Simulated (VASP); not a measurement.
# BN (Qingsongite): GW quasiparticle gap, part 6 of 8

Wanted: how far GW moves the Kohn-Sham levels of BN (Qingsongite). The cell is of the zinc-blende type, one of the forms listed for this formula. The start is a cell from a database of measured crystal structures.

VASP 6.6.1, plane waves and PAW; the level of theory is named at each step.

So far, quasiparticle gap on the mesh (eV): step 3 (evGW0, evGW0 on PBE) 6.29; step 4 (evGW, evGW on PBE) 6.66. Also gap on the k-mesh (eV): step 2 (empty bands, functional PBE) 4.46.

### 5. QPGW0

This step: QPGW0 on PBE; plane waves and PAW (N_GW, B_GW) (VASP 6.6.1).

Here the orbitals are updated too, by diagonalising a Hermitian self-energy in the bands up to NBANDSGW.

The input, INCAR:

```
SYSTEM = BN
PREC = Accurate
ENCUT = 450
ISMEAR = 0
SIGMA = 0.01
LREAL = .FALSE.
GGA = PE
NBANDS = 80
ALGO = QPGW0
NELMGW = 4
ENCUTGW = 200
NOMEGA = 64
PRECFOCK = Fast
NBANDSGW = 24
LWAVE = .FALSE.
LCHARG = .FALSE.
```

The input, POSCAR:

```
BN
1.0
    0.0000000000      1.8075000000      1.8075000000
    1.8075000000      0.0000000000      1.8075000000
    1.8075000000      1.8075000000      0.0000000000
N B
1 1
Direct
    0.7500000000      0.7500000000      0.7500000000
    0.0000000000      0.0000000000      0.0000000000
```

The input, KPOINTS:

```
Automatic mesh
0
Gamma
6 6 6
0 0 0
```

PAW data sets: N_GW and B_GW (PBE family, release 64).

The run is started by

```console
> mpirun -np 8 vasp_std
```

Log:

```text
[banner, memory and clock lines left out]
running    8 mpi-ranks, on    1 nodes
 distrk:  each k-point on    8 cores,    1 groups
 distr:  one band on    1 cores,    8 groups

 POSCAR found type information on POSCAR N B
 POSCAR found :  2 types and       2 ions
 [... a notice as in an earlier step ...]

 [... a notice as in an earlier step ...]

 LDA part: xc-table for (Slater+PW92), standard interpolation
 found WAVECAR, reading the header
 POSCAR, INCAR and KPOINTS ok, starting setup
 FFT: planning ... GRIDC
 FFT: planning ... GRID_SOFT
 FFT: planning ... GRID
 reading WAVECAR
 the WAVECAR file was read successfully
 initial charge from wavefunction
 available memory per node:     45.83 GB, setting MAXMEM to     46933

 The Fermi energy was updated, please check that it is located mid-gap
 values below the HOMO (VB) or above the LUMO (CB) will cause erroneous energies
 E-fermi :   9.6950

 calculate exact exchange contribution
 the WAVEDER file was read successfully
energies w=
    0.000    0.000    0.877    0.000    1.753    0.000    2.624    0.000
    3.489    0.000    4.348    0.000    5.197    0.000    6.037    0.000
    6.866    0.000    7.684    0.000    8.491    0.000    9.287    0.000
   10.071    0.000   10.845    0.000   11.610    0.000   12.365    0.000
   13.113    0.000   13.854    0.000   14.589    0.000   15.320    0.000
   16.049    0.000   16.776    0.000   17.504    0.000   18.233    0.000
   18.967    0.000   19.707    0.000   20.454    0.000   21.212    0.000
   21.982    0.000   22.766    0.000   23.568    0.000   24.391    0.000
   25.238    0.000   26.112    0.000   27.017    0.000   27.959    0.000
   28.941    0.000   29.970    0.000   31.053    0.000   32.195    0.000
   33.409    0.000   34.701    0.000   36.085    0.000   37.575    0.000
   39.187    0.000   40.941    0.000   42.863    0.000   44.980    0.000
   47.330    0.000   49.959    0.000   52.924    0.000   56.300    0.000
   60.182    0.000   64.699    0.000   70.026    0.000   76.403    0.000
   84.178    0.000   93.864    0.000  106.258    0.000  122.667    0.000
  145.386    0.000  178.867    0.000  233.013    0.000  335.218    0.000
 responsefunction array rank=      88
 LDA part: xc-table for (Slater+PW92), standard interpolation

 min. memory requirement per mpi rank    112.7 MB, per node    901.3 MB

 allocating   8 responsefunctions rank=    88
 shmem allocating  64 responsefunctions rank=    88
 response function shared by NCSHMEM nodes    1
 Doing            8  frequencies on each core in blocks of           64
NQ=   1    0.0000    0.0000    0.0000,
|.........|.........|.........|.........|.........|.........|.........|.........
 performed        192000 updates of chi_q(r,r)
 total number of BLAS operations          6.52 Gflops
NQ=   2    0.1667    0.0000    0.0000,
|.........|.........|.........|.........|.........|.........|.........|.........
 performed        645000 updates of chi_q(r,r)
 total number of BLAS operations         21.86 Gflops
NQ=   3    0.3333    0.0000    0.0000,
|.........|.........|.........|.........|.........|.........|.........|.........
 performed       1098000 updates of chi_q(r,r)
 total number of BLAS operations         41.74 Gflops
NQ=   4    0.5000    0.0000    0.0000,
|.........|.........|.........|.........|.........|.........|.........|.........
 performed       1459000 updates of chi_q(r,r)
 total number of BLAS operations         58.46 Gflops
NQ=   5    0.1667    0.1667    0.0000,
|.........|.........|.........|.........|.........|.........|.........|.........
 performed       1912000 updates of chi_q(r,r)
 total number of BLAS operations         77.28 Gflops
NQ=   6    0.3333    0.1667    0.0000,
|.........|.........|.........|.........|.........|.........|.........|.........
 performed       2696000 updates of chi_q(r,r)
 total number of BLAS operations        112.57 Gflops
NQ=   7    0.5000    0.1667    0.0000,
|.........|.........|.........|.........|.........|.........|.........|.........
 performed       3480000 updates of chi_q(r,r)
 total number of BLAS operations        150.73 Gflops
NQ=   8   -0.3333    0.1667    0.0000,
|.........|.........|.........|.........|.........|.........|.........|.........
 performed       4264000 updates of chi_q(r,r)
 total number of BLAS operations        188.90 Gflops
NQ=   9   -0.1667    0.1667    0.0000,
|.........|.........|.........|.........|.........|.........|.........|.........
 performed       4925000 updates of chi_q(r,r)
 total number of BLAS operations        215.56 Gflops
NQ=  10    0.3333    0.3333    0.0000,
|.........|.........|.........|.........|.........|.........|.........|.........
 performed       5378000 updates of chi_q(r,r)
 total number of BLAS operations        236.54 Gflops
NQ=  11    0.5000    0.3333    0.0000,
|.........|.........|.........|.........|.........|.........|.........|.........
 performed       6162000 updates of chi_q(r,r)
 total number of BLAS operations        272.77 Gflops
NQ=  12   -0.3333    0.3333    0.0000,
|.........|.........|.........|.........|.........|.........|.........|.........
 performed       6823000 updates of chi_q(r,r)
 total number of BLAS operations        307.48 Gflops
NQ=  13    0.5000    0.5000    0.0000,
|.........|.........|.........|.........|.........|.........|.........|.........
 performed       7130000 updates of chi_q(r,r)
 total number of BLAS operations        323.24 Gflops
NQ=  14    0.5000    0.3333    0.1667,
|.........|.........|.........|.........|.........|.........|.........|.........
 performed       8029000 updates of chi_q(r,r)
 total number of BLAS operations        364.80 Gflops
NQ=  15   -0.3333    0.3333    0.1667,
|.........|.........|.........|.........|.........|.........|.........|.........
 performed       8866000 updates of chi_q(r,r)
 total number of BLAS operations        403.52 Gflops
NQ=  16   -0.3333    0.5000    0.1667,
|.........|.........|.........|.........|.........|.........|.........|.........
 performed       9531000 updates of chi_q(r,r)
 total number of BLAS operations        434.25 Gflops
 resolving degeneracies of screened two electron integrals

 calculate QP shifts <psi_nk| G(iteration)W_0 |psi_nk>: iteration 1

 QP shifts <psi_nk| G(iteration)W_0 |psi_nk>: iteration 1
 NQ=           1  operations          48
 NQ=           2  operations           6
 NQ=           3  operations           6
 NQ=           4  operations          12
 NQ=           5  operations           8
 NQ=           6  operations           2
 NQ=           7  operations           2
 NQ=           8  operations           2
 NQ=           9  operations           4
 NQ=          10  operations           8
[...]
NQ=   4    0.5000    0.0000    0.0000,
|.........|.........|.........|.........|.........|.........|.........|.........
 performed       1459000 updates of chi_q(r,r)
 total number of BLAS operations         58.46 Gflops
NQ=   5    0.1667    0.1667    0.0000,
|.........|.........|.........|.........|.........|.........|.........|.........
 performed       1912000 updates of chi_q(r,r)
 total number of BLAS operations         77.28 Gflops
NQ=   6    0.3333    0.1667    0.0000,
|.........|.........|.........|.........|.........|.........|.........|.........
 performed       2696000 updates of chi_q(r,r)
 total number of BLAS operations        112.57 Gflops
NQ=   7    0.5000    0.1667    0.0000,
|.........|.........|.........|.........|.........|.........|.........|.........
 performed       3480000 updates of chi_q(r,r)
 total number of BLAS operations        150.73 Gflops
NQ=   8   -0.3333    0.1667    0.0000,
|.........|.........|.........|.........|.........|.........|.........|.........
 performed       4264000 updates of chi_q(r,r)
 total number of BLAS operations        188.90 Gflops
NQ=   9   -0.1667    0.1667    0.0000,
|.........|.........|.........|.........|.........|.........|.........|.........
 performed       4925000 updates of chi_q(r,r)
 total number of BLAS operations        215.56 Gflops
NQ=  10    0.3333    0.3333    0.0000,
|.........|.........|.........|.........|.........|.........|.........|.........
 performed       5378000 updates of chi_q(r,r)
 total number of BLAS operations        236.54 Gflops
NQ=  11    0.5000    0.3333    0.0000,
|.........|.........|.........|.........|.........|.........|.........|.........
 performed       6162000 updates of chi_q(r,r)
 total number of BLAS operations        272.77 Gflops
NQ=  12   -0.3333    0.3333    0.0000,
|.........|.........|.........|.........|.........|.........|.........|.........
 performed       6823000 updates of chi_q(r,r)
 total number of BLAS operations        307.48 Gflops
NQ=  13    0.5000    0.5000    0.0000,
|.........|.........|.........|.........|.........|.........|.........|.........
 performed       7130000 updates of chi_q(r,r)
 total number of BLAS operations        323.24 Gflops
NQ=  14    0.5000    0.3333    0.1667,
|.........|.........|.........|.........|.........|.........|.........|.........
 performed       8029000 updates of chi_q(r,r)
 total number of BLAS operations        364.80 Gflops
NQ=  15   -0.3333    0.3333    0.1667,
|.........|.........|.........|.........|.........|.........|.........|.........
 performed       8866000 updates of chi_q(r,r)
 total number of BLAS operations        403.52 Gflops
NQ=  16   -0.3333    0.5000    0.1667,
|.........|.........|.........|.........|.........|.........|.........|.........
 performed       9531000 updates of chi_q(r,r)
 total number of BLAS operations        434.25 Gflops
 resolving degeneracies of screened two electron integrals

 QP shifts <psi_nk| G(iteration)W_0 |psi_nk>: iteration 3
 NQ=           1  operations          48
 NQ=           2  operations           6
 NQ=           3  operations           6
 NQ=           4  operations          12
 NQ=           5  operations           8
 NQ=           6  operations           2
 NQ=           7  operations           2
 NQ=           8  operations           2
 NQ=           9  operations           4
 NQ=          10  operations           8
 NQ=          11  operations           2
 NQ=          12  operations           4
 NQ=          13  operations          16
 NQ=          14  operations           2
 NQ=          15  operations           2
 NQ=          16  operations           4
 allocating   8 responsefunctions rank=    88
 shmem allocating  64 responsefunctions rank=    88
 response function shared by NCSHMEM nodes    1
 Doing            8  frequencies on each core in blocks of           64
NQ=   1    0.0000    0.0000    0.0000,
|.........|.........|.........|.........|.........|.........|.........|.........
 performed        192000 updates of chi_q(r,r)
 total number of BLAS operations          6.52 Gflops
NQ=   2    0.1667    0.0000    0.0000,
|.........|.........|.........|.........|.........|.........|.........|.........
 performed        645000 updates of chi_q(r,r)
 total number of BLAS operations         21.86 Gflops
NQ=   3    0.3333    0.0000    0.0000,
|.........|.........|.........|.........|.........|.........|.........|.........
 performed       1098000 updates of chi_q(r,r)
 total number of BLAS operations         41.74 Gflops
NQ=   4    0.5000    0.0000    0.0000,
|.........|.........|.........|.........|.........|.........|.........|.........
 performed       1459000 updates of chi_q(r,r)
 total number of BLAS operations         58.46 Gflops
NQ=   5    0.1667    0.1667    0.0000,
|.........|.........|.........|.........|.........|.........|.........|.........
 performed       1912000 updates of chi_q(r,r)
 total number of BLAS operations         77.28 Gflops
NQ=   6    0.3333    0.1667    0.0000,
|.........|.........|.........|.........|.........|.........|.........|.........
 performed       2696000 updates of chi_q(r,r)
 total number of BLAS operations        112.57 Gflops
NQ=   7    0.5000    0.1667    0.0000,
|.........|.........|.........|.........|.........|.........|.........|.........
 performed       3480000 updates of chi_q(r,r)
 total number of BLAS operations        150.73 Gflops
NQ=   8   -0.3333    0.1667    0.0000,
|.........|.........|.........|.........|.........|.........|.........|.........
 performed       4264000 updates of chi_q(r,r)
 total number of BLAS operations        188.90 Gflops
NQ=   9   -0.1667    0.1667    0.0000,
|.........|.........|.........|.........|.........|.........|.........|.........
 performed       4925000 updates of chi_q(r,r)
 total number of BLAS operations        215.56 Gflops
NQ=  10    0.3333    0.3333    0.0000,
|.........|.........|.........|.........|.........|.........|.........|.........
 performed       5378000 updates of chi_q(r,r)
 total number of BLAS operations        236.54 Gflops
NQ=  11    0.5000    0.3333    0.0000,
|.........|.........|.........|.........|.........|.........|.........|.........
 performed       6162000 updates of chi_q(r,r)
 total number of BLAS operations        272.77 Gflops
NQ=  12   -0.3333    0.3333    0.0000,
|.........|.........|.........|.........|.........|.........|.........|.........
 performed       6823000 updates of chi_q(r,r)
 total number of BLAS operations        307.48 Gflops
NQ=  13    0.5000    0.5000    0.0000,
|.........|.........|.........|.........|.........|.........|.........|.........
 performed       7130000 updates of chi_q(r,r)
 total number of BLAS operations        323.24 Gflops
NQ=  14    0.5000    0.3333    0.1667,
|.........|.........|.........|.........|.........|.........|.........|.........
 performed       8029000 updates of chi_q(r,r)
 total number of BLAS operations        364.80 Gflops
NQ=  15   -0.3333    0.3333    0.1667,
|.........|.........|.........|.........|.........|.........|.........|.........
 performed       8866000 updates of chi_q(r,r)
 total number of BLAS operations        403.52 Gflops
NQ=  16   -0.3333    0.5000    0.1667,
|.........|.........|.........|.........|.........|.........|.........|.........
 performed       9531000 updates of chi_q(r,r)
 total number of BLAS operations        434.25 Gflops
 resolving degeneracies of screened two electron integrals

 QP shifts <psi_nk| G(iteration)W_0 |psi_nk>: iteration 4
 NQ=           1  operations          48
 NQ=           2  operations           6
 NQ=           3  operations           6
 NQ=           4  operations          12
 NQ=           5  operations           8
 NQ=           6  operations           2
 NQ=           7  operations           2
 NQ=           8  operations           2
 NQ=           9  operations           4
 NQ=          10  operations           8
 NQ=          11  operations           2
 NQ=          12  operations           4
 NQ=          13  operations          16
 NQ=          14  operations           2
 NQ=          15  operations           2
 NQ=          16  operations           4
 entering main loop
```

Elapsed: 4.2 min, on 8 MPI ranks of Intel Xeon 6975P-C (Granite Rapids), shared host; peak memory 1.5 GiB.

Parts of OUTCAR (step 5):

```text
   NELECT =       8.0000    total number of electrons

 E-fermi :   9.6950

 QP shifts <psi_nk| G(iteration)W_0 |psi_nk>: iteration 1
 k-point   1 :       0.0000    0.0000    0.0000
  band No. DFT-energies  QP-energies  QP-e(diag)   sigma(DFT)    Z            occupation
      1     -12.7698     -14.8524     -14.8481     -15.4349       0.7798       2.0000
      2       7.4659       6.4760       6.5164       6.3130       0.8236       2.0000
      3       7.4659       6.4760       6.5164       6.3130       0.8236       2.0000
      4       7.4659       6.4760       6.5164       6.3130       0.8236       2.0000
      5      16.2837      17.5379      17.5417      17.7931       0.8334       0.0000
      6      16.2837      17.5379      17.5417      17.7931       0.8334       0.0000
      7      16.2837      17.5379      17.5417      17.7931       0.8334       0.0000
      8      17.8070      18.8357      18.8544      19.0933       0.8143       0.0000
    ...

     24      81.6922      81.6922      81.6922      81.6922       1.0000       0.0000

 k-point   2 :       0.1667    0.0000    0.0000
  band No. DFT-energies  QP-energies  QP-e(diag)   sigma(DFT)    Z            occupation
      1     -12.1008     -14.1217     -14.1103     -14.6920       0.7755       2.0000
      2       4.4523       3.1453       3.1963       2.9083       0.8135       2.0000
      3       6.8429       5.8031       5.8354       5.6192       0.8234       2.0000
      4       6.8429       5.8031       5.8354       5.6192       0.8234       2.0000
      5      16.8071      17.9035      17.9228      18.1541       0.8283       0.0000
      6      17.1956      18.5102      18.5176      18.7914       0.8284       0.0000
      7      17.1956      18.5102      18.5176      18.7914       0.8284       0.0000
      8      19.7010      21.0226      21.0324      21.3543       0.8053       0.0000
    ...

     24      81.8842      81.8842      81.8842      81.8842       1.0000       0.0000

 QP shifts <psi_nk| G(iteration)W_0 |psi_nk>: iteration 2
 k-point   1 :       0.0000    0.0000    0.0000
  band No. DFT-energies  QP-energies  QP-e(diag)   sigma(DFT)    Z            occupation
      1     -14.8524     -15.3183     -15.3137     -15.4449       0.7785       2.0000
      2       6.4760       6.2343       6.2730       6.2306       0.8270       2.0000
      3       6.4760       6.2343       6.2730       6.2306       0.8270       2.0000
      4       6.4760       6.2343       6.2730       6.2306       0.8270       2.0000
      5      17.5379      17.6675      17.6993      17.7307       0.8373       0.0000
      6      17.5379      17.6675      17.6993      17.7307       0.8373       0.0000
      7      17.5379      17.6675      17.6993      17.7307       0.8373       0.0000
      8      18.8357      18.9383      18.9531      18.9796       0.8161       0.0000
    ...

 QP shifts <psi_nk| G(iteration)W_0 |psi_nk>: iteration 3
 k-point   1 :       0.0000    0.0000    0.0000
  band No. DFT-energies  QP-energies  QP-e(diag)   sigma(DFT)    Z            occupation
      1     -15.3183     -15.4637     -15.4599     -15.5004       0.7774       2.0000
      2       6.2343       6.0821       6.1240       6.1011       0.8279       2.0000
      3       6.2343       6.0821       6.1240       6.1011       0.8279       2.0000
      4       6.2343       6.0821       6.1240       6.1011       0.8279       2.0000
      5      17.6675      17.6966      17.7252      17.7364       0.8377       0.0000
      6      17.6675      17.6966      17.7252      17.7364       0.8377       0.0000
      7      17.6675      17.6966      17.7252      17.7364       0.8377       0.0000
      8      18.9383      18.8891      18.8994      18.8907       0.8173       0.0000
    ...

 QP shifts <psi_nk| G(iteration)W_0 |psi_nk>: iteration 4
 k-point   1 :       0.0000    0.0000    0.0000
  band No. DFT-energies  QP-energies  QP-e(diag)   sigma(DFT)    Z            occupation
      1     -15.4637     -15.5092     -15.5054     -15.5175       0.7766       2.0000
      2       6.0821       6.0141       6.0503       6.0437       0.8279       2.0000
      3       6.0821       6.0141       6.0503       6.0437       0.8279       2.0000
      4       6.0821       6.0141       6.0503       6.0437       0.8279       2.0000
      5      17.6966      17.7041      17.7278      17.7338       0.8379       0.0000
      6      17.6966      17.7041      17.7278      17.7338       0.8379       0.0000
      7      17.6966      17.7041      17.7278      17.7338       0.8379       0.0000
      8      18.8891      18.8538      18.8647      18.8593       0.8175       0.0000
    ...

[... 16 parts as in an earlier step ...]

[... 29 further parts left out ...]
```

This step gave:

```yaml
quasiparticle_gap_on_the_mesh: 6.596 eV
smallest_direct_quasiparticle_gap_on_the_mesh: 11.69 eV
```

QP gap by iteration, by row:

```csv
iteration,gap (eV),direct gap (eV)
1,6.039,11.06
2,6.355,11.43
3,6.518,11.61
4,6.596,11.69
```

GW takes the gap from 4.458 to 6.596 eV. That is +303 meV against evGW0 on PBE. The last pass still moved it by +78 meV. The value holds for 80 bands, ENCUTGW = 200 eV and this mesh, and isn't shown to be converged in them.

(Part 6 of 8 ends here.)

[Lines on the potential files, build, host, timing and source positions are cut from VASP's logs without a mark.]

[Logs are printed without paths, hosts, clocks, repeated set-up lines and the standing remarks that a program may print on its own settings, such as how far it seeks lower states.]

[Hosts, paths, dates, database ids (printed as entryN), source tags and the programs' standing remarks are cut or masked in the printed files.]

[Pressures printed for these runs are not shown converged in the cutoff: they can be off by several GPa and have the wrong sign.]
